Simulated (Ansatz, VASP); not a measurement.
## GaF: VASP beside Ansatz

```
Ga F
1.0
     0.00000    2.57696    2.57696
     2.57696    0.00000    2.57696
     2.57696    2.57696    0.00000
Ga F
1 1
Direct
  0.25000 0.25000 0.25000
  0.00000 0.00000 0.00000
```

The cell was built by a generator and needn't be a form met in nature.

Alike in both runs: task relaxation of cell and atoms; functional B3LYP; k mesh 5 × 5 × 5; occupations fermi-dirac, width 0.05 eV; no spin polarisation.

|  | VASP | Ansatz |
| --- | --- | --- |
| version | VASP 6.6.1 | Ansatz 0.2.0 |
| potentials or method | VASP PAW PBE potentials, release 64 (Ga_d, F) | Ansatz PAW |
| plane-wave cutoff (eV) | 600 | 420 |
| valence electrons in the cell | 20 | 20 |

Ansatz gave:

```
gap on the k mesh at the Fermi level, each at its own relaxed structure (eV) : 4.25
relaxed volume (Å³/atom)                                                     : 23.81
relaxed cell length with the largest relative difference (Å)                 : 4.069
energy change over the relaxation (meV/atom)                                 : -264
```

Estimate VASP's values.

gap on the k mesh at the Fermi level, each at its own relaxed structure (eV): 4.20; relaxed volume (Å³/atom): 23.54; relaxed cell length with the largest relative difference (Å): 4.053; energy change over the relaxation (meV/atom): -262.

Caveats: the k mesh is coarse (spacing up to 0.42 Å⁻¹), so the values aren't converged, least of all with exact exchange; the volume moved by over 15 % at a fixed basis, so the end points are rough; the PAW data sets were made with another functional, which shifts forces and pressure a little (VASP); an odd mesh through Γ misses points on the zone boundary, where band edges often lie (VASP); odd divisions of the mesh miss points on the zone boundary, where band edges often lie, so the gap on the mesh can be too wide (Ansatz); the plane-wave basis is chosen anew once the cell has moved, so the energies of steps on either side of that aren't comparable (Ansatz); the PAW data sets come from PBE, with cores solved anew for the run's functional, which leaves a small shift of forces and pressure (Ansatz).
